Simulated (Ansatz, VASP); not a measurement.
# WSe2: VASP beside Ansatz, part 2 of 2

One calculation is typed for both programs; each brings its own data sets. How far apart do they land? The cell is taken from a series of runs on this material, whose earlier steps may have relaxed, scaled, displaced or heated it; both programs get it as it stands.

VASP 6.6.1 and Ansatz 0.2.0.

So far: Starting point; VASP: zone-centre phonons, PBEsol.

## Step 2: VASP: zone-centre phonons, PBEsol (continued)

Level of this step: PBEsol, no spin polarisation; plane waves and PAW (W, Se) (VASP).

Numbers of over 12 decimals in the logs are rounded to 6 here.

From OUTCAR (step 2):

```text
ion  position               nearest neighbor table
   1  0.333  0.667  0.250-   4 2.52   6 2.52   4 2.52   6 2.52   4 2.52   6 2.52
   2  0.667  0.333  0.750-   3 2.52   5 2.52   3 2.52   5 2.52   3 2.52   5 2.52
   3  0.333  0.667  0.622-   2 2.52   2 2.52   2 2.52
   4  0.667  0.333  0.122-   1 2.52   1 2.52   1 2.52
   5  0.333  0.667  0.878-   2 2.52   2 2.52   2 2.52
   6  0.667  0.333  0.378-   1 2.52   1 2.52   1 2.52

  LATTYP: Found a hexagonal cell.
 ALAT       =     3.2664490201
 C/A-ratio  =     3.9992168008

 Subroutine GETGRP returns: Found 24 space group operations
 (whereof 12 operations were pure point group operations)

The static configuration has the point symmetry D_3d.
 The point group associated with its full space group is D_6h.

 Found     24 irreducible k-points:

   k-points           NKPTS =     24   k-points in BZ     NKDIM =     24   number of bands    NBANDS=     24

   dimension x,y,z NGX =    28 NGY =   28 NGZ =  108
   dimension x,y,z NGXF=    56 NGYF=   56 NGZF=  216

   ENCUT  =  600.0 eV  44.10 Ry    6.64 a.u.   6.52  6.52 26.09*2*pi/ulx,y,z

   NELECT =      36.0000    total number of electrons

 k-points in reciprocal lattice and weights: Automatic mesh
   0.00000000  0.00000000  0.00000000       0.006
   0.11111111  0.00000000  0.00000000       0.037
   0.22222222 -0.00000000  0.00000000       0.037
   0.33333333  0.00000000  0.00000000       0.037
   0.44444444 -0.00000000  0.00000000       0.037
   0.11111111  0.11111111  0.00000000       0.037
   0.22222222  0.11111111  0.00000000       0.074
   0.33333333  0.11111111  0.00000000       0.074
   0.44444444  0.11111111  0.00000000       0.037
[...]
0.33333333  0.22222222  0.50000000       0.074
   0.33333333  0.33333333  0.50000000       0.012

 average (electrostatic) potential at core
       1 -40.3873       2 -40.3873       3 -53.1280       4 -53.1280       5 -53.1280
       6 -53.1280

  Total        0.1420681      0.1420681      0.1976239      0.0000000      0.0000000      0.0000000
  in kB        1.8857060      1.8857060      2.6231119      0.0000000      0.0000000      0.0000000
  external PRESSURE =       2.1315080 kB  Pullay stress =       0.0000000 kB

  energy-cutoff  :      600.00
  volume of cell :      120.71
      direct lattice vectors                 reciprocal lattice vectors
     3.266449020  0.000000000  0.000000000     0.306142846  0.176751655  0.000000000
    -1.633224510  2.828827831  0.000000000     0.000000000  0.353503309  0.000000000
     0.000000000  0.000000000 13.063237800     0.000000000  0.000000000  0.076550700

 POSITION                                       TOTAL-FORCE (eV/Angst)
[...]
1.63322      0.94294      9.79743        -0.000000      0.000000      0.000000
     -0.00000      1.88589      8.12233         0.000000      0.000000      0.015293
      1.63322      0.94294      1.59071         0.000000      0.000000      0.015293
     -0.00000      1.88589     11.47253        -0.000000     -0.000000     -0.015293
      1.63322      0.94294      4.94091         0.000000      0.000000     -0.015293
 -----------------------------------------------------------------------------------
    total drift:                               -0.000000      0.000000     -0.000000

 Eigenvectors and eigenvalues of the dynamical matrix
 ----------------------------------------------------

   1 f  =    9.238643 THz    58.048106 2PiTHz  308.167959 cm-1    38.207940 meV
             X         Y         Z           dx          dy          dz
     -0.000000  1.885885  3.265809    -0.000000    0.000000   -0.477875
      1.633225  0.942943  9.797428     0.000000    0.000000    0.477875
     -0.000000  1.885885  8.122328    -0.000000   -0.000000   -0.368535
      1.633225  0.942943  1.590709     0.000000   -0.000000    0.368535
     -0.000000  1.885885 11.472529    -0.000000   -0.000000   -0.368535
      1.633225  0.942943  4.940910     0.000000   -0.000000    0.368535

   2 f  =    9.176124 THz    57.655285 2PiTHz  306.082535 cm-1    37.949381 meV
             X         Y         Z           dx          dy          dz
     -0.000000  1.885885  3.265809     0.000000   -0.000000    0.480663
      1.633225  0.942943  9.797428     0.000000    0.000000    0.480663
     -0.000000  1.885885  8.122328    -0.000000   -0.000000   -0.366717
      1.633225  0.942943  1.590709    -0.000000    0.000000   -0.366717
     -0.000000  1.885885 11.472529    -0.000000   -0.000000   -0.366717
      1.633225  0.942943  4.940910    -0.000000    0.000000   -0.366717

   3 f  =    7.533855 THz    47.336606 2PiTHz  251.302346 cm-1    31.157506 meV
             X         Y         Z           dx          dy          dz
     -0.000000  1.885885  3.265809     0.000000    0.000000    0.000000
      1.633225  0.942943  9.797428     0.000000   -0.000000   -0.000000
     -0.000000  1.885885  8.122328    -0.000000    0.000000   -0.500000
      1.633225  0.942943  1.590709    -0.000000   -0.000000   -0.500000
     -0.000000  1.885885 11.472529    -0.000000    0.000000    0.500000
      1.633225  0.942943  4.940910    -0.000000   -0.000000    0.500000

   4 f  =    7.493320 THz    47.081918 2PiTHz  249.950251 cm-1    30.989868 meV
             X         Y         Z           dx          dy          dz
     -0.000000  1.885885  3.265809     0.000000    0.000000    0.000000
      1.633225  0.942943  9.797428    -0.000000    0.000000    0.000000
     -0.000000  1.885885  8.122328     0.000000   -0.000000    0.500000
      1.633225  0.942943  1.590709    -0.000000   -0.000000   -0.500000
     -0.000000  1.885885 11.472529     0.000000   -0.000000   -0.500000
      1.633225  0.942943  4.940910    -0.000000   -0.000000    0.500000

   5 f  =    7.393681 THz    46.455868 2PiTHz  246.626654 cm-1    30.577794 meV
             X         Y         Z           dx          dy          dz
     -0.000000  1.885885  3.265809     0.459326    0.141599   -0.000000
      1.633225  0.942943  9.797428     0.459326    0.141599   -0.000000
     -0.000000  1.885885  8.122328    -0.350447   -0.108034    0.000000
      1.633225  0.942943  1.590709    -0.350447   -0.108034    0.000000
     -0.000000  1.885885 11.472529    -0.350447   -0.108034   -0.000000
      1.633225  0.942943  4.940910    -0.350447   -0.108034   -0.000000

   6 f  =    7.393681 THz    46.455868 2PiTHz  246.626654 cm-1    30.577794 meV
             X         Y         Z           dx          dy          dz
     -0.000000  1.885885  3.265809     0.141599   -0.459326    0.000000
      1.633225  0.942943  9.797428     0.141599   -0.459326    0.000000
     -0.000000  1.885885  8.122328    -0.108034    0.350447    0.000000
      1.633225  0.942943  1.590709    -0.108034    0.350447   -0.000000
     -0.000000  1.885885 11.472529    -0.108034    0.350447   -0.000000
      1.633225  0.942943  4.940910    -0.108034    0.350447    0.000000

   7 f  =    7.391592 THz    46.442742 2PiTHz  246.556970 cm-1    30.569155 meV
             X         Y         Z           dx          dy          dz
     -0.000000  1.885885  3.265809    -0.458600   -0.141380    0.000000
      1.633225  0.942943  9.797428     0.458600    0.141380   -0.000000
     -0.000000  1.885885  8.122328    -0.350920   -0.108184    0.000000
      1.633225  0.942943  1.590709     0.350920    0.108184   -0.000000
     -0.000000  1.885885 11.472529    -0.350920   -0.108184   -0.000000
      1.633225  0.942943  4.940910     0.350920    0.108184    0.000000

   8 f  =    7.391592 THz    46.442742 2PiTHz  246.556970 cm-1    30.569155 meV
             X         Y         Z           dx          dy          dz
     -0.000000  1.885885  3.265809     0.141380   -0.458600    0.000000
      1.633225  0.942943  9.797428    -0.141380    0.458600   -0.000000
     -0.000000  1.885885  8.122328     0.108184   -0.350920   -0.000000
      1.633225  0.942943  1.590709    -0.108184    0.350920    0.000000
     -0.000000  1.885885 11.472529     0.108184   -0.350920    0.000000
      1.633225  0.942943  4.940910    -0.108184    0.350920   -0.000000

   9 f  =    5.250049 THz    32.987031 2PiTHz  175.122787 cm-1    21.712449 meV
             X         Y         Z           dx          dy          dz
     -0.000000  1.885885  3.265809    -0.000000   -0.000000   -0.000000
      1.633225  0.942943  9.797428    -0.000000    0.000000    0.000000
     -0.000000  1.885885  8.122328     0.477809    0.147304    0.000000
      1.633225  0.942943  1.590709     0.477809    0.147304   -0.000000
     -0.000000  1.885885 11.472529    -0.477809   -0.147304    0.000000
      1.633225  0.942943  4.940910    -0.477809   -0.147304   -0.000000

  10 f  =    5.250049 THz    32.987031 2PiTHz  175.122787 cm-1    21.712449 meV
             X         Y         Z           dx          dy          dz
     -0.000000  1.885885  3.265809     0.000000    0.000000    0.000000
      1.633225  0.942943  9.797428    -0.000000    0.000000   -0.000000
     -0.000000  1.885885  8.122328     0.147304   -0.477809   -0.000000
      1.633225  0.942943  1.590709     0.147304   -0.477809    0.000000
     -0.000000  1.885885 11.472529    -0.147304    0.477809   -0.000000
      1.633225  0.942943  4.940910    -0.147304    0.477809    0.000000

  11 f  =    5.203692 THz    32.695762 2PiTHz  173.576487 cm-1    21.520732 meV
             X         Y         Z           dx          dy          dz
     -0.000000  1.885885  3.265809    -0.000000   -0.000000   -0.000000
      1.633225  0.942943  9.797428     0.000000    0.000000   -0.000000
     -0.000000  1.885885  8.122328    -0.477810   -0.147300   -0.000000
      1.633225  0.942943  1.590709     0.477810    0.147300   -0.000000
     -0.000000  1.885885 11.472529     0.477810    0.147300   -0.000000
      1.633225  0.942943  4.940910    -0.477810   -0.147300   -0.000000

  12 f  =    5.203692 THz    32.695762 2PiTHz  173.576487 cm-1    21.520732 meV
             X         Y         Z           dx          dy          dz
     -0.000000  1.885885  3.265809    -0.000000    0.000000    0.000000
      1.633225  0.942943  9.797428     0.000000   -0.000000    0.000000
     -0.000000  1.885885  8.122328    -0.147300    0.477810    0.000000
      1.633225  0.942943  1.590709     0.147300   -0.477810    0.000000
     -0.000000  1.885885 11.472529     0.147300   -0.477810    0.000000
      1.633225  0.942943  4.940910    -0.147300    0.477810    0.000000

  13 f  =    0.952970 THz     5.987688 2PiTHz   31.787663 cm-1     3.941166 meV
             X         Y         Z           dx          dy          dz
     -0.000000  1.885885  3.265809     0.000000    0.000000    0.521187
      1.633225  0.942943  9.797428    -0.000000    0.000000   -0.521187
     -0.000000  1.885885  8.122328    -0.000000    0.000000   -0.337908
      1.633225  0.942943  1.590709     0.000000    0.000000    0.337908
     -0.000000  1.885885 11.472529    -0.000000    0.000000   -0.337908
      1.633225  0.942943  4.940910     0.000000    0.000000    0.337908
    [... 43 further lines ...]
     -0.000000  1.885885 11.472529     0.000000   -0.000000   -0.339880
      1.633225  0.942943  4.940910     0.000000   -0.000000   -0.339880

 ELASTIC MODULI CONTR FROM IONIC RELAXATION (kBar)
 Direction    XX          YY          ZZ          XY          YZ          ZX
 --------------------------------------------------------------------------------
 XX        -462.7365   -286.7169   -966.5256     -0.0000      0.0000      0.0000
 YY        -286.7169   -462.7365   -966.5256     -0.0000     -0.0000     -0.0000
 ZZ        -966.5256   -966.5256  -2492.9412     -0.0000     -0.0000      0.0000
 XY          -0.0000     -0.0000     -0.0000    -88.0098      0.0000      0.0000
 YZ          -0.0000      0.0000     -0.0000     -0.0000  -1225.7533     -0.0000
 ZX           0.0000     -0.0000      0.0000     -0.0000     -0.0000  -1093.0294
 --------------------------------------------------------------------------------
```

This run has no spin polarisation, so a moment on W, if there is one, isn't seen.

## Step 3: Ansatz: zone-centre phonons, PBEsol

Ansatz runs on its PAW soft_1 files.

The same cell, functional and mesh now go to Ansatz, which takes its cutoff from its data sets.

input.yaml reads:

```yaml
crystal:
  lattice:
    - [3.2664490201, 0.0, 0.0]
    - [-1.63322451, 2.8288278315, 0.0]
    - [0.0, 0.0, 13.0632378003]
  atoms:
    - { symbol: W, position: [0.3333333333, 0.6666666667, 0.25] }
    - { symbol: W, position: [0.6666666667, 0.3333333333, 0.75] }
    - { symbol: Se, position: [0.3333333333, 0.6666666667, 0.6217698712] }
    - { symbol: Se, position: [0.6666666667, 0.3333333333, 0.1217698712] }
    - { symbol: Se, position: [0.3333333333, 0.6666666667, 0.8782301288] }
    - { symbol: Se, position: [0.6666666667, 0.3333333333, 0.3782301288] }
kpoints:
  mp_grid: { grid: [9, 9, 2] }
hamiltonian:
  xc: pbesol
  pseudopotentials: { kind: paw, azcp: { folder: soft_1 }, xc_functional: pbe }
scf:
  occupations: { method: fixed }
output:
  eigenvalues: true
phonons:
  method: dfpt
```

Command:

```bash
$ ansatz run input.yaml --threads 4 --pin off --max-ram 8192MiB --backend cpu --events-out ev --progress --plain --runs-dir out
```

The program printed:

```text
Engine: ansatz 0.2.0, x86_64-unknown-linux-gnu
Pseudopotentials: kind: paw
Pseudopotential: W, paw, valence charge 14, recommended cutoff 420 eV (normal), soft_1/W.paw.azcp
Pseudopotential: Se, paw, valence charge 16, recommended cutoff 420 eV (normal), soft_1/Se.paw.azcp
Functional definition: PBEsol
  exchange = pbesol_x
  correlation = pbesol_c
Crystal: 6 atoms, lattice volume = 120.707 Å³
Basis set: ecut = 420 eV, 2419 PW (Γ), exchange–correlation on 48×48×180 points (8 copies of the dense FFT grid, shifted against one another)
Bands: 56, of which v1, the nominal top of the filled ones, is band 46 counted from 1 (45 counted from 0)
Symmetry: 24 space group operations
k-points: 50 of 162 (irreducible under 2 space group operations, time reversal used)
Non-local potential: W, projectors of the file, l = 0: 3, l = 1: 2, l = 2: 2, l = 3: 1
Non-local potential: Se, projectors of the file, l = 0: 2, l = 1: 2, l = 2: 3, l = 3: 1
PAW form: soft (Blöchl's): semilocal exchange-correlation on the pseudo side does not see the compensation charge
PAW frozen core: W, regenerated for the run's functional, and the local potential with it (the file was generated under x = pbe(κ = 0.804, μ = 0.219515), c = pbe(β = 0.066725))
PAW frozen core: Se, regenerated for the run's functional, and the local potential with it (the file was generated under x = pbe(κ = 0.804, μ = 0.219515), c = pbe(β = 0.066725))
PAW one-centre angular grid: W, 590 points (default); XC on 64 Gauss nodes
PAW one-centre angular grid: Se, 590 points (default); XC on 64 Gauss nodes
Initial density: superposition of atomic densities (chi_scale 0.1, normalization cell, long waves kept (reshape's long-wave potential 0.04 eV rms))
Initial wavefunctions: pseudopotential atomic-orbital guess
Functional: x = pbesol(κ = 0.804, μ = 0.123457), c = pbesol(β = 0.046)
SCF iter   1: F=—  HF=-42216.812062 eV  |F-HF|=—  |Δ(HF+E_count)|=         —  Δρ=3.74e-2  dr2=6.30e0  ethr=3.10e-3  ⟨swp⟩=4.8  Hψ=8645  notcnv=0  defer=303
preconditioner: auto → Resta (q_TF=auto, 2.608 Å⁻¹)  ε∞=6.0  [insulator: Δε(μ)=0.956 eV  Ē_g=9.043 eV  n_scr=40 (ndim 8)  ℏωp=20.3 eV  f_vac=0.023  ε∞_Penn≈6.0]
SCF iter   2: F=—  HF=-42215.862114 eV  |F-HF|=—  |Δ(HF+E_count)|=   9.50e-1  Δρ=2.27e-2  dr2=8.34e-1  ethr=3.10e-3  ⟨swp⟩=2.1  Hψ=3831  notcnv=0  defer=218
SCF iter   3: F=—  HF=-42215.649820 eV  |F-HF|=—  |Δ(HF+E_count)|=   2.12e-1  Δρ=8.88e-3  dr2=2.52e-1  ethr=9.06e-4  ⟨swp⟩=2.0  Hψ=3532  notcnv=0  defer=350
SCF iter   4: F=—  HF=-42215.597567 eV  |F-HF|=—  |Δ(HF+E_count)|=   5.23e-2  Δρ=2.29e-3  dr2=8.49e-3  ethr=2.74e-4  ⟨swp⟩=2.0  Hψ=3501  notcnv=0  defer=368
SCF iter   5: F=—  HF=-42215.597461 eV  |F-HF|=—  |Δ(HF+E_count)|=   1.06e-4  Δρ=9.90e-4  dr2=1.91e-3  ethr=9.23e-6  ⟨swp⟩=2.0  Hψ=5074  notcnv=0  defer=398
SCF iter   6: F=—  HF=-42215.597825 eV  |F-HF|=—  |Δ(HF+E_count)|=   3.65e-4  Δρ=3.73e-4  dr2=1.81e-4  ethr=2.08e-6  ⟨swp⟩=2.0  Hψ=4960  notcnv=0  defer=398
SCF iter   7: F=—  HF=-42215.597989 eV  |F-HF|=—  |Δ(HF+E_count)|=   1.64e-4  Δρ=8.20e-5  dr2=7.07e-6  ethr=1.97e-7  ⟨swp⟩=2.0  Hψ=3610  notcnv=0  defer=207
SCF iter   8: F=—  HF=-42215.597973 eV  |F-HF|=—  |Δ(HF+E_count)|=   1.61e-5  Δρ=2.81e-5  dr2=8.73e-7  ethr=7.68e-9  ⟨swp⟩=2.0  Hψ=4970  notcnv=0  defer=124
SCF iter   9: F=—  HF=-42215.597974 eV  |F-HF|=—  |Δ(HF+E_count)|=   1.46e-6  Δρ=7.65e-6  dr2=4.58e-8  ethr=9.48e-10  ⟨swp⟩=2.0  Hψ=3570  notcnv=0  defer=124
SCF iter  10: F=—  HF=-42215.597974 eV  |F-HF|=—  |Δ(HF+E_count)|=   2.14e-8  Δρ=9.84e-7  dr2=1.11e-9  ethr=4.98e-11  ⟨swp⟩=2.0  Hψ=3968  notcnv=0  defer=124
SCF iter  11: F=—  HF=-42215.597974 eV  |F-HF|=—  |Δ(HF+E_count)|=   1.71e-9  Δρ=3.34e-7  dr2=1.06e-10  ethr=1.00e-12  ⟨swp⟩=14.5  Hψ=17011  notcnv=0
SCF iter  12: F=-42215.597974 eV  HF=-42215.597974 eV  |F-HF|=2.18e-11  |Δ(HF+E_count)|=  5.09e-11  Δρ=6.36e-8  dr2=5.71e-12  ethr=1.00e-12  ⟨swp⟩=5.9  Hψ=12350  notcnv=0
SCF 1 converged in 12 iterations: F = -42215.597974 eV  dr2 = 5.71e-12
  greatest PAW one-centre occupation: 1.000 electrons in one spin orbital (limit 2), on the Se atom at site 5 (counted from 0), in its partial waves of l = 2
DFPT response loops at Γ: preconditioner auto → Resta (q_TF=auto, 2.608 Å⁻¹)  ε∞=7.4 (no band partly filled); β = 1.00, the filter's whole step (`scf.mixing.beta` (0.50) is not read by the response loops at its default; to damp them type it under 1.00, their step now; it binds the ground state too); Broyden in place of MSR1
SCF converged after 12 iterations
Free energy (F): -42215.597974 eV
Harris-Foulkes:  -42215.597974 eV  (|F-HF|=2.18e-11)
Internal energy: -42215.597974 eV  (E = F + TS)
E sigma→0 (E₀):  -42215.597974 eV
Fermi energy:    12.493505 eV
--- Per-component energies (eV) ---
  E_band       = -1721.992873
  E_kinetic    = 1291.278643
  E_local      = -12285.727277  (includes V_loc(G=0)·N_el)
  E_nonlocal   = -1455.704478
  E_hartree    = 6319.874678
  E_xc         = -872.353995
  E_vxc        = -826.663478  (∫ρ·V_xc dr)
  E_paw        = -25247.357704  (= ΣΔE_a)
  E_vpaw       = -1084.924448  (= ΣTr[D̂ρ^β])
  E_aug_tail   = -0.001207  (compensation charges beyond the density's cutoff)
  E_ewald      = -9970.084157
  E_core_change = 4.477523  (= ΣΔE_core)
  E_smearing   = -0.000000  (= −TS)
  E_closure    = -0.000000  (closes the sum)
  Σ components = -42215.597974   (vs F -42215.597974, Δ=0.00e0)
--- Band table (eV; the first three rows and the last of 50) ---
  k-point 0: bands = [... 42 lower, 11.0907, 11.3445, 11.3743, 12.4935, 15.2651, 15.2651, 15.3119, 15.3119, ... 6 higher]
  k-point 1: bands = [... 42 lower, 11.0664, 11.0664, 12.2591, 12.2591, 15.2722, 15.2722, 15.2722, 15.2722, ... 6 higher]
  k-point 2: bands = [... 42 lower, 10.9451, 11.3911, 11.6440, 12.2079, 14.7089, 14.9210, 15.0467, 15.0493, ... 6 higher]
  k-point 49: bands = [... 42 lower, 10.4793, 10.4793, 11.5786, 11.5786, 14.0527, 14.0527, 15.0386, 15.0386, ... 6 higher]
--- Phonons (Γ-DFPT): 4 representative perturbations + reference, on 50 of 162 k-points (Σ response iterations 14) ---
  k mesh reduced under 2 symmetry operations, with k and −k counted as one. Each operation leaves every solved perturbation unchanged. A smaller set is not used because it would not reduce the number of displacements times k-points to solve
  ASR residual: 5.705e-5 → 0.000e0 eV/Å²; symmetrization residual: 5.393e-5 eV/Å²
  ASR residual per site (eV/Å²): 5.71e-5 5.71e-5 5.37e-5 5.37e-5 5.37e-5 5.37e-5
  Γ frequencies (cm⁻¹): 0.00 0.00 0.00 21.62 21.62 31.79 172.95 172.95 174.25 174.25 245.88 245.88 245.97 245.97 247.19 248.93 305.39 307.14
  non-analytic LO–TO correction: not included (Born effective charges unavailable; polar crystals: no LO–TO splitting at Γ)
```

In the SCF lines HF is the Harris–Foulkes energy and dr2 the Hartree energy of the density residual, in eV; the loop may stop once dr2 is under the threshold and the program's other checks hold. Hψ counts applications of the Hamiltonian.

## Step 4: Comparison

Known differences besides the potentials themselves: fixed occupations in Ansatz, narrow Gaussian smearing in VASP; the data sets hold 92 valence electrons in Ansatz (on its PAW soft_1 files) and 36 in VASP; the cutoff is 420 eV in Ansatz and 600 eV in VASP; Ansatz makes its cores anew for this functional, VASP keeps those of its PBE data sets. Total energies have different zeros and are not compared.

Both answers:

```csv
quantity,Ansatz,VASP,difference
optical mode 1 to 2 (cm⁻¹),21.6,21.9,-0.3
optical mode 3 (cm⁻¹),31.8,31.8,0.0
optical mode 4 to 5 (cm⁻¹),172.9,173.6,-0.36 %
optical mode 6 to 7 (cm⁻¹),174.2,175.1,-0.50 %
optical mode 8 to 11 (cm⁻¹),245.9,246.6,-0.27 %
optical mode 12 (cm⁻¹),247.2,250.0,-1.10 %
optical mode 13 (cm⁻¹),248.9,251.3,-0.94 %
optical mode 14 (cm⁻¹),305.4,306.1,-0.23 %
optical mode 15 (cm⁻¹),307.1,308.2,-0.33 %
```

Modes are paired by rising frequency, not by their patterns, so a pair may set unlike modes beside each other; they are those without the splitting of longitudinal modes.

## Step 5: Summary of results

```yaml
r_m_s_difference_of_the_optical_zone_centre_modes_each_program_s_sorted_by_frequency_zone_centre_phonons_pbesol: 1.1 cm⁻¹
difference_in_optical_mode_12_zone_centre_phonons_pbesol: -1.1 %
```

The r.m.s. difference of the optical zone-centre modes, each program's sorted by frequency is 1.1 cm⁻¹ (zone-centre phonons, PBEsol). The data sets hold unlike numbers of valence electrons (92 in Ansatz and 36 in VASP), so part of the differences comes from the potentials. Among the rows given in per cent, the largest difference of the zone-centre phonons, PBEsol pair is in optical mode 12, -1.1 %. Such differences can come from data sets, numerical settings and the points named under the comparisons, not from the functional's error against experiment.

[Lines on the potential files, build, host, timing and source positions are cut from VASP's logs without a mark.]

[Logs are printed without paths, hosts, clocks, repeated set-up lines and the standing remarks that a program may print on its own settings, such as how far it seeks lower states.]

[Hosts, paths, dates, database ids (printed as entryN), source tags and the programs' standing remarks are cut or masked in the printed files.]
